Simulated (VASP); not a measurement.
Energy against volume of Ni3Si (L1_2). Calculation: RPBE GGA, VASP's PBE PAW potentials (set 64) (plane waves; VASP 6.6.1). Settings: 520 eV cut-off, 9×9×9 Γ-centred mesh, first-order Methfessel-Paxton smearing of 0.10 eV, potentials Si Ni.

```
V (Å³/atom)  E (eV/atom)
-----------  -----------
10.368          -5.41004
10.699          -5.43091
11.030          -5.43732
11.361          -5.43156
```

Fit these four points and predict the energy of the run at 11.692 Å³/atom.

A cubic in V^(−2/3), the third-order Birch-Murnaghan form, passes through the four points with V0 = 11.03 Å³/atom and B0 = 196 GPa, and gives -5.4155 eV/atom there. The run gave -5.4156 eV/atom, -0.1 meV/atom from the fit; all five points give B0 = 196 GPa.

The compound is Ni3Si in the L1_2 structure. It was relaxed first. The run is not spin-polarised, so no magnetic state was tried.
